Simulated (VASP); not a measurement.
Data:

```
CELL_PARAMETERS angstrom
      2.82470     0.00000     0.00000
     -1.41235     2.44626     0.00000
      0.00000     0.00000     9.68079
ATOMIC_POSITIONS crystal
  Tc 0.33333 0.66667 0.39245
  Tc 0.66667 0.33333 0.60755
  Tc 0.66667 0.33333 0.89245
  Tc 0.33333 0.66667 0.10755
  N  0.33333 0.66667 0.75000
  N  0.66667 0.33333 0.25000
```

These are LDA (Ceperley-Alder, Perdew-Zunger), VASP's LDA PAW potentials (set 64) (plane waves; VASP 6.6.1) values and carry that method's errors. Numerical set-up: 400 eV cut-off, 11×11×3 Γ-centred mesh, Gaussian smearing of 0.10 eV, potentials Tc_pv N.

At this cut-off the stress carries a Pulay error, which pulls relaxed volumes low. Energy and stress use the plane-wave basis of the starting cell.

Problem. The ions, cell shape and volume are relaxed. Which structure does the run end with?

Solution. 
```
CELL_PARAMETERS angstrom
      2.78423     0.00000     0.00000
     -1.39212     2.41121     0.00000
      0.00000     0.00000     9.57433
ATOMIC_POSITIONS crystal
  Tc 0.33333 0.66667 0.39196
  Tc 0.66667 0.33333 0.60804
  Tc 0.66667 0.33333 0.89196
  Tc 0.33333 0.66667 0.10804
  N  0.33333 0.66667 0.75000
  N  0.66667 0.33333 0.25000
```
Space group P6_3/mmc (194), at a tolerance of 0.03 Å.

Problem. How do energy and volume change from the first to the last step?

Solution. The energy (σ→0) changes by -22.3 meV/atom and the volume by -3.9 %, in 9 ionic steps.

```tsv
step	E(σ→0) (eV)	max force (eV/Å)	pressure (GPa)	volume (Å³)
1	-66.8607	0.306	-15.48	66.89
2	-65.5996	1.196	66.95	57.00
3	-66.9934	0.077	-0.85	64.41
4	-66.9938	0.064	-0.13	64.30
5	-66.9938	0.058	0.22	64.25
6	-66.9940	0.053	0.23	64.23
7	-66.9944	0.026	0.24	64.23
8	-66.9941	0.024	-0.61	64.35
9	-66.9944	0.008	-0.09	64.28
```

The structure comes from a computed database's Tc2N entry (P6_3/mmc); how it stands against other phases isn't given here. This run relaxes it. Symmetry was kept, so distortions that lower it aren't found. The run is one of a series of settings (EDIFFG = -0.01, IBRION = 2, ISIF = 3, NSW = 50 against the base run), some of them coarse on purpose.
